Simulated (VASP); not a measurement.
# PtS2 (1T layered): computed properties

Level of theory: PBE GGA, VASP's PBE PAW potentials (set 64) (plane waves; VASP).

For PtS$_{2}$, the space group comes out as P-3m1 (164) and the cell is a = 3.573 Å, b = 3.573 Å, c = 6.140 Å, α = 90.00°, β = 90.00°, γ = 120.00°. The volume per atom is 22.63 Å³/atom. The band gap (over mesh and band path) comes out as 1.39 eV and the smallest direct gap (over mesh and band path) comes out as 1.44 eV. The density comes out as 6.34 g/cm³ and the optical Γ-point spectrum is 288 (×2), 306 (×2), 319, 325 cm⁻¹.

```cif
data_PtS2
_chemical_formula_sum 'Pt1 S2'
_space_group_name_H-M_alt 'P-3m1'
_space_group_IT_number 164
_space_group_name_Hall '-P 3 2"'
_cell_length_a 3.57340
_cell_length_b 3.57340
_cell_length_c 6.13965
_cell_angle_alpha 90.000
_cell_angle_beta 90.000
_cell_angle_gamma 120.000
loop_
_atom_site_label
_atom_site_type_symbol
_atom_site_symmetry_multiplicity
_atom_site_Wyckoff_symbol
_atom_site_fract_x
_atom_site_fract_y
_atom_site_fract_z
_atom_site_occupancy
Pt1 Pt 1 a 0.00000 0.00000 0.00000 1
S1 S 2 d 0.33333 0.66667 0.19959 1
```

Measured: a 3.542 Å (computed value off by +0.9 %), as given by Torbjörn Björkman, The Journal of Chemical Physics (2014), arXiv:1406.2436; c 5.036 Å (computed value off by +21.9 %), as given by Torbjörn Björkman, The Journal of Chemical Physics (2014), arXiv:1406.2436 [zero-point anharmonic expansion removed (computed with revB86b-DF2); no thermal correction]. The calculation is for a static lattice, while the measured a holds thermal and zero-point effects, which are part of the difference. A miss this large can also come from another phase, state or cell setting, or from a fault of the measured value.   Without a dispersion term in the relaxation, distances and binding between the weakly bound layers, chains or molecules are unreliable, and so is what depends on them. Unless said otherwise, spin-orbit coupling is left out, though it shifts the bands of the heavy elements here.

The compound is PtS2 in the 1T layered structure. It was relaxed first, which changed the volume by +24 %. Symmetry was kept, so distortions that lower it aren't found.
